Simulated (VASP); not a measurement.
An input for Ansatz (written as the equivalent of a VASP run, and not itself run):

Ansatz 0.2 input:
```yaml
crystal:
  lattice:
    - [0.0000000, 3.5964000, 3.5964000]
    - [3.5964000, 0.0000000, 3.5964000]
    - [3.5964000, 3.5964000, 0.0000000]
  atoms:
    - { symbol: Sr, position: [0.0000000, 0.0000000, 0.0000000] }
    - { symbol: Te, position: [0.5000000, 0.5000000, 0.5000000] }
kpoints:
  mp_grid: { grid: [6, 6, 6] }
hamiltonian:
  xc: pbesol
  pseudopotentials: { kind: paw }
scf:
  occupations: { method: gaussian, width: 0.05 }
  max_iter: 100
relax:
  max_steps: 60
  f_tol: 0.01
  cell: {}
output: { forces: true, stress: true, eigenvalues: true }
```

Problem. Translate this input to VASP (INCAR, KPOINTS, POSCAR, choice of POTCAR).

Solution. Several could match; the one computed here: 
KPOINTS:
```
Automatic mesh
0
Gamma
6 6 6
0 0 0
```

INCAR:
```
SYSTEM = SrTe
PREC = Accurate; ENCUT = 400; LREAL = .FALSE.
LASPH = .TRUE.
EDIFF = 1E-6; NELM = 100; ALGO = Normal
LMAXMIX = 4
ISMEAR = 0; SIGMA = 0.05
GGA = PS
IBRION = 2; NSW = 60; ISIF = 3
EDIFFG = -0.01
LWAVE = .FALSE.; LCHARG = .FALSE.
```

POSCAR:
```
SrTe
1
    0.0000000000     3.5964000000     3.5964000000
    3.5964000000     0.0000000000     3.5964000000
    3.5964000000     3.5964000000     0.0000000000
Sr Te
1 1
Direct
  0.0000000000   0.0000000000   0.0000000000
  0.5000000000   0.5000000000   0.5000000000
```

POTCAR, in this order: Sr_sv Te (PBE.64 set). Program: vasp_std.

The two are equivalent in intent, not identical: each code has its own PAW files, so the cut-off isn't converted (ENCUT is set for VASP's; basis.ecutwfc is left out, and Ansatz then takes the one that its files recommend); Ansatz stops its SCF on the density residual and VASP on the energy change (EDIFF).

The structure was generated: SrTe was put into the rock salt type (Fm-3m), which need not be its known phase. This run relaxes it. Symmetry was kept, so distortions that lower it aren't found.
